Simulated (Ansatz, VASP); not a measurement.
# Cross-check of SnO2 (Cassiterite) between VASP and Ansatz

One calculation is typed for both programs; each brings its own data sets. How far apart do they land? The cell is taken from a series of runs on this material, whose earlier steps may have relaxed, scaled, displaced or heated it; both programs get it as it stands.

Method: plane waves, with VASP 6.6.1 beside it; relaxation of cell and atoms at PBE, in Ansatz 0.2.0.

## (1) Starting point

It takes space group P4_2/mnm (No. 136, tetragonal). Conventional cell: a = 4.826 Å, b = 4.826 Å, c = 3.239 Å, α = 90.00°, β = 90.00°, γ = 90.00°. Nearest to Sn lie 6 O at 2.09 Å. Nearest to O lie 3 Sn at 2.09 Å. Farther neighbours and most contacts between anions are not listed.

## (2) Ansatz: relaxation of cell and atoms, PBE

Ansatz runs on its default PAW (the set named soft_2) files.

The relaxed volume is the usual yardstick between codes: in a stiff, nearly cubic crystal its relative difference is about their pressure difference at one cell divided by the bulk modulus.

File input.yaml:

```yaml
crystal:
  lattice:
    - [4.8263024889, 0.0, 0.0]
    - [0.0, 4.8263024889, 0.0]
    - [0.0, 0.0, 3.2385456091]
  atoms:
    - { symbol: Sn, position: [0.0, 0.0, 0.0] }
    - { symbol: Sn, position: [0.5, 0.5, 0.5] }
    - { symbol: O, position: [0.3065654529, 0.3065654529, 0.0] }
    - { symbol: O, position: [0.1934345471, 0.8065654529, 0.5] }
    - { symbol: O, position: [0.6934345471, 0.6934345471, 0.0] }
    - { symbol: O, position: [0.8065654529, 0.1934345471, 0.5] }
kpoints:
  mp_grid: { grid: [6, 6, 8] }
hamiltonian:
  xc: pbe
scf:
  occupations: { method: gaussian, width: 0.02 }
output:
  forces: true
  stress: true
  eigenvalues: true
relax:
  adjacent_minimum: "off"
  f_tol: 0.005
  max_steps: 80
  cell: { stress_tol: 0.05 }
```

Run with:

```
ansatz run input.yaml --threads 4 --pin off --max-ram 14336MiB --backend cpu --events-out ev --progress --plain --runs-dir out
```

Numbers of over 12 decimals in the logs are rounded to 6 here.

The log of the run:

```text
Engine: ansatz 0.2.0, aarch64-unknown-linux-gnu
Pseudopotentials: kind: paw
Pseudopotential: Sn, paw, valence charge 14, recommended cutoff 420 eV (normal), Sn.paw.azcp
Pseudopotential: O, paw, valence charge 6, recommended cutoff 420 eV (normal), O.paw.azcp
Functional definition: PBE
  parameter kappa = 0.804
  parameter beta = 0.066725
  exchange = pbe_x(kappa = kappa, mu = beta*pi^2/3)
  correlation = pbe_c(beta = beta)
Crystal: 6 atoms, lattice volume = 75.436 Å³
Basis set: ecut = 420 eV, 1495 PW (Γ), exchange–correlation on 72×72×48 points (8 copies of the dense FFT grid, shifted against one another)
Bands: 32, of which v1, the nominal top of the filled ones, is band 26 counted from 1 (25 counted from 0)
Symmetry: 16 space group operations
Space group: P42/mnm (ITA 136), of the structure as read, at distance tolerance 4.2e-5 Å
k-points: 50 of 288
Non-local potential: Sn, projectors of the file, l = 0: 2, l = 1: 2, l = 2: 2, l = 3: 2
Non-local potential: O, projectors of the file, l = 0: 2, l = 1: 2, l = 2: 1
PAW form: soft (Blöchl's): semilocal exchange-correlation on the pseudo side does not see the compensation charge
PAW one-centre angular grid: Sn, 590 points (default); XC on 64 Gauss nodes
PAW one-centre angular grid: O, 110 points (default); XC on 64 Gauss nodes
Initial density: superposition of atomic densities (neutral atoms: chi_scale 0, normalization atom), corrected by the library's trained network
Initial wavefunctions: pseudopotential atomic-orbital guess
Functional: x = pbe(κ = 0.804, μ = 0.219515), c = pbe(β = 0.066725)
SCF iter   1: F=—  HF=-14317.967435 eV  |F-HF|=—  |Δ(HF+E_count)|=         —  Δρ=1.28e-3  dr2=5.42e-4  ethr=1.77e-3  ⟨swp⟩=6.3  Hψ=7065  notcnv=0
preconditioner: auto → Resta (q_TF=auto, 2.564 Å⁻¹)  ε∞=3.6  [insulator: Δε(μ)=0.684 eV  Ē_g=19.262 eV  σ=0.020 eV  W_gap=1.00  n_scr=18 (ndim 8)  ℏωp=30.8 eV  f_vac=0.036  D(μ)=0.00/eV (n_scr^D=0)  ε∞_Penn≈3.6]
SCF iter   2: F=—  HF=-14317.968979 eV  |F-HF|=—  |Δ(HF+E_count)|=   1.54e-3  Δρ=6.20e-4  dr2=1.12e-4  ethr=1.04e-6  ⟨swp⟩=2.3  Hψ=3435  notcnv=0  defer=39
SCF iter   3: F=—  HF=-14317.969247 eV  |F-HF|=—  |Δ(HF+E_count)|=   2.67e-4  Δρ=2.52e-4  dr2=3.01e-5  ethr=2.15e-7  ⟨swp⟩=3.0  Hψ=2918  notcnv=0  defer=39
SCF iter   4: F=—  HF=-14317.969231 eV  |F-HF|=—  |Δ(HF+E_count)|=   1.51e-5  Δρ=4.04e-5  dr2=1.00e-6  ethr=5.79e-8  ⟨swp⟩=2.0  Hψ=2162  notcnv=0  defer=39
iter 5 did not close the SCF: its close was put off for the readings that it lacked (scf_convergence_deferred on its scf_iter line)
SCF iter   5: F=-14317.969233 eV  HF=-14317.969233 eV  |F-HF|=1.17e-7  |Δ(HF+E_count)|=   1.73e-6  Δρ=1.29e-5  dr2=7.91e-8  ethr=1.93e-9  ⟨swp⟩=2.3  Hψ=2642  notcnv=0  defer=39
SCF iter   6: F=-14317.969233 eV  HF=-14317.969233 eV  |F-HF|=5.22e-9  |Δ(HF+E_count)|=   1.36e-7  Δρ=3.74e-6  dr2=6.53e-9  ethr=1.52e-10  ⟨swp⟩=6.4  Hψ=6571  notcnv=0
SCF 1 converged in 6 iterations: F = -14317.969233 eV  dr2 = 6.53e-9
  greatest PAW one-centre occupation: 0.996 electrons in one spin orbital (limit 2), on the Sn atom at site 1 (counted from 0), in its partial waves of l = 2
relax step   1: F+E_penalty+E_count = -14317.96923326 eV  Δ(F+E_penalty+E_count) = +0.000e0 eV  max|allowed force component| = 9.355e-4 eV/Å  Δτ_max = 0.0000 Å  P = +0.051 GPa  Ω = 75.436 Å³  (6 SCF iters, dr2 threshold 1.00e-7 eV, accepted)
[...]
relax step   2: F+E_penalty+E_count = -14317.96911492 eV  Δ(F+E_penalty+E_count) = +1.183e-4 eV  max|allowed force component| = 3.247e-3 eV/Å  Δτ_max = 0.0001 Å  P = +0.001 GPa  Ω = 75.460 Å³  energy of the carried Pulay correction = -1.242e-4 eV  (4 SCF iters, dr2 threshold 1.26e-8 eV, accepted)
[...]
relax step   3: F+E_penalty+E_count = -14317.96924729 eV  Δ(F+E_penalty+E_count) = -1.324e-4 eV  max|allowed force component| = 3.253e-3 eV/Å  Δτ_max = 0.0000 Å  P = +0.003 GPa  Ω = 75.460 Å³  stress off target by 5.12e-3 GPa  SCF on the basis re-selected at this cell (its energy is not comparable with the rows above)  (4 SCF iters)
basis re-selected at this cell: Δ(F+E_penalty+E_count) = -1.324e-4 eV, ΔP = +0.003 GPa vs the last step (what re-selecting the basis moved, of the pressure what is left beyond the Pulay correction that the steps carried, after the strain that the cell walked since its last selection, with what the two solves' SCF thresholds leave and, on support functions, any second-order correction that the steps lacked; it is no m [...]
SCF converged after 4 iterations
Free energy (F): -14317.969247 eV
Harris-Foulkes:  -14317.969247 eV  (|F-HF|=7.28e-12)
Internal energy: -14317.969247 eV  (E = F + TS)
E sigma→0 (E₀):  -14317.969247 eV
Fermi energy:    9.082512 eV
--- Per-component energies (eV) ---
  E_band       = -154.702357
  E_kinetic    = 1077.991684
  E_local      = -2963.410252  (includes V_loc(G=0)·N_el)
  E_nonlocal   = 133.836083
  E_hartree    = 1523.888558
  E_xc         = -1053.239253
  E_vxc        = -561.653677  (∫ρ·V_xc dr)
  E_paw        = -8928.353545  (= ΣΔE_a)
  E_vpaw       = -889.253319  (= ΣTr[D̂ρ^β])
  E_aug_tail   = 0.009863  (compensation charges beyond the density's cutoff)
  E_ewald      = -4108.692387
  E_smearing   = -0.000000  (= −TS)
  E_closure    = -0.000000  (closes the sum)
  Σ components = -14317.969247   (vs F -14317.969247, Δ=0.00e0)
--- Forces (eV/Å), atoms counted from 1 ---
  atom   1  Sn    -0.00000000     0.00000000     0.00000000
  atom   2  Sn    -0.00000000    -0.00000000    -0.00000000
  atom   3  O      0.00325341     0.00325341     0.00000000
  atom   4  O     -0.00325341     0.00325341    -0.00000000
  atom   5  O     -0.00325341    -0.00325341    -0.00000000
  atom   6  O      0.00325341    -0.00325341     0.00000000
  max |Σ_I F_I| component: 2.60e-18 eV/Å
--- Stress (GPa, compression-positive) ---
        0.005117       0.000000       0.000000
        0.000000       0.005117       0.000000
        0.000000       0.000000      -0.000822
  P = ⅓ Tr σ = 0.0031 GPa (0.031 kbar)
--- Band table (eV; the first three rows and the last of 50) ---
  k-point 0: bands = [... 22 lower, 7.4929, 8.0062, 8.0062, 8.7424, 9.4226, 14.4486, 14.8216, 14.8216, ... 2 higher]
  k-point 1: bands = [... 22 lower, 6.9586, 8.0297, 8.0297, 8.6245, 10.4347, 14.7252, 15.4442, 15.4442, ... 2 higher]
  k-point 2: bands = [... 22 lower, 6.2266, 7.9350, 7.9350, 8.2893, 12.0181, 15.1099, 16.8196, 16.8196, ... 2 higher]
  k-point 49: bands = [... 22 lower, 7.8284, 7.8284, 7.9646, 7.9646, 13.1046, 13.1046, 17.3699, 17.3699, ... 2 higher]
--- Relaxed structure (2 steps of the walk, 2 accepted, 1 SCFs on fresh bases) ---
  F+E_penalty+E_count = -14317.96924729 eV   max|allowed force component| = 3.253e-3 eV/Å   (the final SCF, on the basis selected at the relaxed cell)
  cell:  # Å, volume = 75.4599 Å³
    - [4.827420, 0.0, 0.0]
    - [0.0, 4.827420, 0.0]
    - [0.0, 0.0, 3.238069]
  atoms:
    - { symbol: Sn, position: [0, 0, 0.0] }
    - { symbol: Sn, position: [0.5, 0.5, 0.500000] }
    - { symbol: O, position: [0.306544, 0.306544, 0.0] }
    - { symbol: O, position: [0.193456, 0.806544, 0.500000] }
    - { symbol: O, position: [0.693456, 0.693456, 0.0] }
    - { symbol: O, position: [0.806544, 0.193456, 0.500000] }
```

## (3) VASP: relaxation of cell and atoms, PBE

The same cell, functional, mesh and smearing now go to VASP, with its own data sets.

Lines of VASP's logs that name or quote its potential files are left out, and so is its time.

File INCAR:

```
SYSTEM = SnO2
PREC = Accurate
ENCUT = 600
EDIFF = 1E-07
NELM = 120
ISMEAR = 0
SIGMA = 0.02
LREAL = .FALSE.
ALGO = Normal
GGA = PE
NBANDS = 32
LORBIT = 11
LWAVE = .FALSE.
LCHARG = .FALSE.
ISIF = 3
IBRION = 2
NSW = 80
EDIFFG = -0.005
LASPH = .TRUE.
GGA_COMPAT = .FALSE.
NELMIN = 4
EFERMI = MIDGAP
KPAR = 2
```

File POSCAR:

```
SnO2
1.0
    4.8263020000      0.0000000000      0.0000000000
    0.0000000000      4.8263020000      0.0000000000
    0.0000000000      0.0000000000      3.2385460000
Sn O
2 4
Direct
    0.0000000000      0.0000000000      0.0000000000
    0.5000000000      0.5000000000      0.5000000000
    0.3065655651      0.3065655651      0.0000000000
    0.1934346421      0.8065655651      0.5000000000
    0.6934346421      0.6934346421      0.0000000000
    0.8065655651      0.1934346421      0.5000000000
```

File KPOINTS:

```
Automatic mesh
0
Gamma
6 6 8
0 0 0
```

The projector-augmented-wave data sets are Sn_d and O (PBE family, release 64).

Run with:

```
mpirun -np 2 vasp_std
```

The log of the run:

```text
[banner, memory and clock lines left out]
running    2 mpi-ranks, on    1 nodes
 distrk:  each k-point on    1 cores,    2 groups
 distr:  one band on    1 cores,    1 groups

 POSCAR found type information on POSCAR SnO
 POSCAR found :  2 types and       6 ions
 LDA part: xc-table for (Slater+PW92), standard interpolation
 POSCAR, INCAR and KPOINTS ok, starting setup
 FFT: planning ... GRIDC
 FFT: planning ... GRID_SOFT
 FFT: planning ... GRID
 WAVECAR not read
 entering main loop
       N       E                     dE             d eps       ncg     rms          rms(c)
DAV:   1     0.681179097075E+03    0.68118E+03   -0.28480E+04  3472   0.273E+03
DAV:   2     0.618027567377E+02   -0.61938E+03   -0.59333E+03  3592   0.714E+02
DAV:   3    -0.381214225243E+02   -0.99924E+02   -0.98005E+02  3672   0.230E+02
DAV:   4    -0.432914714168E+02   -0.51700E+01   -0.51465E+01  3848   0.572E+01
DAV:   5    -0.434493753128E+02   -0.15790E+00   -0.15784E+00  3944   0.103E+01    0.156E+01
DAV:   6    -0.372462702181E+02    0.62031E+01   -0.23036E+01  5184   0.701E+01    0.582E+00
DAV:   7    -0.373515627690E+02   -0.10529E+00   -0.20622E+00  3584   0.836E+00    0.321E+00
DAV:   8    -0.373316773913E+02    0.19885E-01   -0.27174E-01  4768   0.480E+00    0.751E-01
DAV:   9    -0.373192612726E+02    0.12416E-01   -0.64984E-02  5096   0.351E+00    0.133E-01
DAV:  10    -0.373200582942E+02   -0.79702E-03   -0.49789E-03  4392   0.650E-01    0.446E-02
DAV:  11    -0.373201443453E+02   -0.86051E-04   -0.25093E-04  4944   0.160E-01    0.205E-02
DAV:  12    -0.373201482597E+02   -0.39144E-05   -0.23018E-05  4088   0.318E-02    0.155E-02
DAV:  13    -0.373201439856E+02    0.42740E-05   -0.15925E-05  4528   0.537E-02    0.246E-03
DAV:  14    -0.373201443463E+02   -0.36065E-06   -0.11603E-06  4544   0.913E-03    0.122E-03
DAV:  15    -0.373201444423E+02   -0.96028E-07   -0.27659E-08  2624   0.135E-03
   1 F= -.37320144E+02 E0= -.37320144E+02  d E =-.373201E+02
 curvature:   0.00 expect dE= 0.000E+00 dE for cont linesearch  0.000E+00
 trial: gam= 0.00000 g(F)=  0.420E-04 g(S)=  0.127E-02 ort = 0.000E+00 (trialstep = 0.100E+01)
 search vector abs. value=  0.131E-02
 bond charge predicted
       N       E                     dE             d eps       ncg     rms          rms(c)
DAV:   1    -0.373310446524E+02   -0.10900E-01   -0.29071E-01  4072   0.816E+00    0.716E-01
DAV:   2    -0.373220490927E+02    0.89956E-02   -0.25339E-02  4480   0.176E+00    0.256E-01
DAV:   3    -0.373202710767E+02    0.17780E-02   -0.34759E-03  4656   0.128E+00    0.790E-02
DAV:   4    -0.373200302059E+02    0.24087E-03   -0.64004E-04  4664   0.553E-01    0.149E-02
DAV:   5    -0.373200239628E+02    0.62431E-05   -0.17712E-04  3896   0.110E-01    0.711E-03
DAV:   6    -0.373200141675E+02    0.97954E-05   -0.77637E-06  4176   0.262E-02    0.379E-03
DAV:   7    -0.373200135951E+02    0.57235E-06   -0.47757E-07  3664   0.804E-03    0.132E-03
DAV:   8    -0.373200137584E+02   -0.16324E-06   -0.21423E-07  3008   0.463E-03    0.233E-04
DAV:   9    -0.373200137769E+02   -0.18577E-07   -0.68882E-08  2264   0.234E-03
   2 F= -.37320014E+02 E0= -.37320014E+02  d E =0.130665E-03
 trial-energy change:    0.000131  1 .order    0.000107   -0.001312    0.001526
 step:   0.4499(harm=  0.4623)  dis= 0.00023  next Energy=   -37.320438 (dE=-0.293E-03)
 bond charge predicted
       N       E                     dE             d eps       ncg     rms          rms(c)
DAV:   1    -0.373237662291E+02   -0.37525E-02   -0.87590E-02  4072   0.443E+00    0.395E-01
DAV:   2    -0.373210319851E+02    0.27342E-02   -0.76847E-03  4440   0.974E-01    0.141E-01
DAV:   3    -0.373204945388E+02    0.53745E-03   -0.10538E-03  4704   0.712E-01    0.435E-02
DAV:   4    -0.373204310203E+02    0.63519E-04   -0.19209E-04  4584   0.305E-01    0.828E-03
DAV:   5    -0.373204348163E+02   -0.37961E-05   -0.53417E-05  3928   0.608E-02    0.393E-03
DAV:   6    -0.373204364908E+02   -0.16745E-05   -0.23731E-06  4160   0.144E-02    0.207E-03
DAV:   7    -0.373204367354E+02   -0.24463E-06   -0.12040E-07  2784   0.443E-03    0.758E-04
DAV:   8    -0.373204366607E+02    0.74721E-07   -0.74752E-08  2120   0.255E-03
   3 F= -.37320437E+02 E0= -.37320437E+02  d E =-.292218E-03
 curvature:  -0.23 expect dE=-0.222E-06 dE for cont linesearch -0.138E-06
 trial: gam=-0.02059 g(F)=  0.190E-06 g(S)=  0.769E-06 ort = 0.280E-04 (trialstep = 0.890E+00)
 search vector abs. value=  0.363E-06
 reached required accuracy - stopping structural energy minimisation
```

From OUTCAR (step 3):

```text
ion  position               nearest neighbor table
   1  0.000  0.000  0.000-   4 2.09   6 2.09   4 2.09   6 2.09   5 2.09   3 2.09
   2  0.500  0.500  0.500-   3 2.09   3 2.09   5 2.09   5 2.09   4 2.09   6 2.09
   3  0.307  0.307  0.000-   2 2.09   2 2.09   1 2.09
   4  0.193  0.807  0.500-   1 2.09   1 2.09   2 2.09
   5  0.693  0.693  0.000-   2 2.09   2 2.09   1 2.09
   6  0.807  0.193  0.500-   1 2.09   1 2.09   2 2.09

  LATTYP: Found a simple tetragonal cell.
 ALAT       =     4.8263020000
 C/A-ratio  =     0.6710201724

 Subroutine GETGRP returns: Found 16 space group operations
 (whereof  8 operations were pure point group operations)

The static configuration has the point symmetry D_2h.
 The point group associated with its full space group is D_4h.

 Found     50 irreducible k-points:

   k-points           NKPTS =     50   k-points in BZ     NKDIM =     50   number of bands    NBANDS=     32

   dimension x,y,z NGX =    40 NGY =   40 NGZ =   28
   dimension x,y,z NGXF=    80 NGYF=   80 NGZF=   56

   ENCUT  =  600.0 eV  44.10 Ry    6.64 a.u.   9.64  9.64  6.47*2*pi/ulx,y,z

   NELECT =      52.0000    total number of electrons

 k-points in reciprocal lattice and weights: Automatic mesh
   0.00000000  0.00000000  0.00000000       0.003
   0.16666667  0.00000000  0.00000000       0.014
   0.33333333  0.00000000  0.00000000       0.014
   0.50000000  0.00000000  0.00000000       0.007
   0.16666667  0.16666667  0.00000000       0.014
   0.33333333  0.16666667  0.00000000       0.028
   0.50000000  0.16666667  0.00000000       0.014
   0.33333333  0.33333333  0.00000000       0.014
   0.50000000  0.33333333  0.00000000       0.014
[...]
0.50000000  0.33333333  0.50000000       0.014
   0.50000000  0.50000000  0.50000000       0.003

 average (electrostatic) potential at core
       1-100.1312       2-100.1312       3 -68.4538       4 -68.4538       5 -68.4538
       6 -68.4538

 E-fermi :   5.8280

 k-point     1 :       0.0000    0.0000    0.0000
  band No.  band energies     occupation
    ...
     22       4.2477      2.00000
     23       4.2477      2.00000
     24       4.7680      2.00000
     25       4.7680      2.00000
     26       5.5067      2.00000
     27       6.1493      0.00000
     28      11.1716      0.00000
     29      11.5506      0.00000
     30      11.5506      0.00000
     31      15.5957      0.00000
    ...

 k-point     2 :       0.1667    0.0000    0.0000
  band No.  band energies     occupation
    ...
     22       4.1884      2.00000
     23       4.2558      2.00000
     24       4.2751      2.00000
     25       4.7838      2.00000
     26       5.3762      2.00000
     27       6.8944      0.00000
     28      10.9199      0.00000
     29      11.6754      0.00000
     30      11.7896      0.00000
     31      15.8412      0.00000
    ...

 k-point     3 :       0.3333    0.0000    0.0000
  band No.  band energies     occupation
    ...
     22       3.8808      2.00000
     23       4.2764      2.00000
     24       4.3021      2.00000
     25       4.8262      2.00000
     26       5.0923      2.00000
     27       8.1409      0.00000
     28      10.3257      0.00000
     29      12.0167      0.00000
     30      12.1622      0.00000
     31      15.9189      0.00000
    ...

  Total        0.0054602      0.0054602      0.0060002     -0.0000000      0.0000000      0.0000000
  in kB        0.1156867      0.1156867      0.1271270     -0.0000000      0.0000000      0.0000000
  external PRESSURE =       0.1195001 kB  Pullay stress =       0.0000000 kB

  energy-cutoff  :      600.00
  volume of cell :       75.62
      direct lattice vectors                 reciprocal lattice vectors
     4.829618302  0.000000000  0.000000000     0.207055700  0.000000000  0.000000000
     0.000000000  4.829618302  0.000000000    -0.000000000  0.207055700  0.000000000
     0.000000000  0.000000000  3.241978600     0.000000000  0.000000000  0.308453609

 POSITION                                       TOTAL-FORCE (eV/Angst)
 -----------------------------------------------------------------------------------
      0.00000      0.00000      0.00000        -0.000000      0.000000      0.000000
      2.41481      2.41481      1.62099        -0.000000      0.000000      0.000000
      1.48037      1.48037      0.00000         0.000702      0.000702     -0.000000
      0.93444      3.89518      1.62099        -0.000702      0.000702     -0.000000
      3.34925      3.34925      0.00000        -0.000702     -0.000702      0.000000
      3.89518      0.93444      1.62099         0.000702     -0.000702      0.000000
 -----------------------------------------------------------------------------------
    total drift:                               -0.002340     -0.002340     -0.000000

  FREE ENERGIE OF THE ION-ELECTRON SYSTEM (eV)
  ---------------------------------------------------
  free  energy   TOTEN  =       -37.3204366607 eV

  energy  without entropy=      -37.3204366607  energy(sigma->0) =      -37.32043666

 reached required accuracy - stopping structural energy minimisation

 total charge
# of ion       s       p       d       tot
------------------------------------------
    1        0.880   1.024  10.327  12.231
    2        0.880   1.024  10.327  12.231
    3        1.557   3.482   0.000   5.039
    4        1.557   3.482   0.000   5.039
    5        1.557   3.482   0.000   5.039
    6        1.557   3.482   0.000   5.039
--------------------------------------------------
tot          7.990  15.974  20.654  44.617

[... 3 further parts left out ...]
```

CONTCAR:

```
SnO2
   1.00000000000000
     4.8296183019091892    0.0000000000000000    0.0000000000000000
     0.0000000000000000    4.8296183019091892    0.0000000000000000
     0.0000000000000000    0.0000000000000000    3.2419786000600377
  Sn              O
     2     4
Direct
     0.0000000000000000    0.0000000000000000    0.0000000000000000
     0.5000000000000000    0.5000000000000000    0.5000000000000000
     0.3065185647444719    0.3065185647444719    0.0000000000000000
     0.1934816424555311    0.8065185647444718    0.5000000000000000
     0.6934816424555311    0.6934816424555311    0.0000000000000000
     0.8065185647444718    0.1934816424555311    0.5000000000000000
```

## (4) Differences

Known differences besides the potentials themselves: the cutoff is 420 eV in Ansatz and 600 eV in VASP; Ansatz adds a Pulay correction to the stress that steers its cell, VASP none. Total energies have different zeros and are not compared.

The two programs side by side:

```csv
quantity,Ansatz,VASP,difference
volume (Å³),75.46,75.62,-0.21 %
"edge a after relaxation, in the typed setting (Å)",4.827,4.830,-0.05 %
"edge c after relaxation, in the typed setting (Å)",3.238,3.242,-0.12 %
```

## (5) What came out

* difference in volume (relaxation of cell and atoms, PBE): -0.21 %

In words: The difference in volume is -0.21 % (relaxation of cell and atoms, PBE), within the 1.2 % picked in this series as the mark of a large difference, as far as the stopping tolerances let one tell. How closely two codes agree says nothing of how well the functional describes the real material.

[Lines on the potential files, build, host, timing and source positions are cut from VASP's logs without a mark.]

[Logs are printed without paths, hosts, clocks, repeated set-up lines and the standing remarks that a program may print on its own settings, such as how far it seeks lower states.]

[Hosts, paths, dates, database ids (printed as entryN), source tags and the programs' standing remarks are cut or masked in the printed files.]
